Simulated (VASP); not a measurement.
Calculation: LDA (Ceperley-Alder, Perdew-Zunger), VASP's LDA PAW potentials (set 64) (plane waves; VASP).

Input for VASP

### POSCAR
```
LiH
2.7864360
  0.0000000000   0.7071068593   0.7071068593
  0.7071068593   0.0000000000   0.7071068593
  0.7071068593   0.7071068593   0.0000000000
Li H
1 1
Cartesian
  0.0000000000   0.0000000000   0.0000000000
  0.7071068593   0.7071068593   0.7071068593
```

INCAR:
```
SYSTEM=LiH
PREC=Accurate; ENCUT=520; LREAL=.False.
LASPH=.True.
EDIFF=1E-7; NELM=100; ALGO=Normal
ISMEAR=0; SIGMA=0.05
ISIF=2
LWAVE=.False.; LCHARG=.False.
```

**KPOINTS**
```
Automatic mesh
0
Gamma
12 12 12
0 0 0
```

POTCAR, in this order: Li_sv H (LDA.64 set). Program: vasp_std.

Output of the run:

### OSZICAR
```
       N       E                     dE             d eps       ncg     rms          rms(c)
DAV:   1    -0.223145881248E+01   -0.22315E+01   -0.14095E+03   900   0.601E+02
DAV:   2    -0.667602713576E+01   -0.44446E+01   -0.44089E+01  1224   0.658E+01
DAV:   3    -0.675177321947E+01   -0.75746E-01   -0.75746E-01  1044   0.814E+00
DAV:   4    -0.675271532208E+01   -0.94210E-03   -0.94210E-03  1170   0.750E-01
DAV:   5    -0.675271899061E+01   -0.36685E-05   -0.36685E-05  1074   0.391E-02    0.283E+00
DAV:   6    -0.655978921098E+01    0.19293E+00   -0.17342E-01  1026   0.179E+00    0.140E+00
DAV:   7    -0.649450715665E+01    0.65282E-01   -0.21323E-01  1152   0.215E+00    0.207E-01
DAV:   8    -0.649539188100E+01   -0.88472E-03   -0.49176E-03   954   0.647E-01    0.496E-02
DAV:   9    -0.649532701756E+01    0.64863E-04   -0.33794E-04  1290   0.101E-01    0.886E-03
DAV:  10    -0.649532638603E+01    0.63153E-06   -0.69437E-06   996   0.253E-02    0.312E-03
DAV:  11    -0.649532648294E+01   -0.96903E-07   -0.29014E-07  1038   0.528E-03
   1 F= -.64953265E+01 E0= -.64953265E+01  d E =-.195788E-29
```

**OUTCAR**
```
------------------------ aborting loop because EDIFF is reached ----------------------------------------
  FORCE on cell =-STRESS in cart. coord.  units (eV):
  Direction    XX          YY          ZZ          XY          YZ          ZX
  --------------------------------------------------------------------------------------
  Total       -0.1117976     -0.1117976     -0.1117976     -0.0000000     -0.0000000     -0.0000000
  in kB      -11.7087592    -11.7087592    -11.7087592     -0.0000000     -0.0000000     -0.0000000
  external PRESSURE =     -11.7087592 kB  Pullay stress =       0.0000000 kB
  volume of cell :       15.30
      direct lattice vectors                 reciprocal lattice vectors
     0.000000000  1.970308009  1.970308009    -0.253767430  0.253767430  0.253767430
     1.970308009  0.000000000  1.970308009     0.253767430 -0.253767430  0.253767430
     1.970308009  1.970308009  0.000000000     0.253767430  0.253767430 -0.253767430
  FREE ENERGIE OF THE ION-ELECTRON SYSTEM (eV)
  ---------------------------------------------------
  free  energy   TOTEN  =        -6.4953264829 eV

  energy  without entropy=       -6.4953264829  energy(sigma->0) =       -6.49532648
```
(Selected blocks of OUTCAR.)

The compound is LiH in the rock salt structure. This cell is one point of a volume scan, at 1.03 of the reference volume.
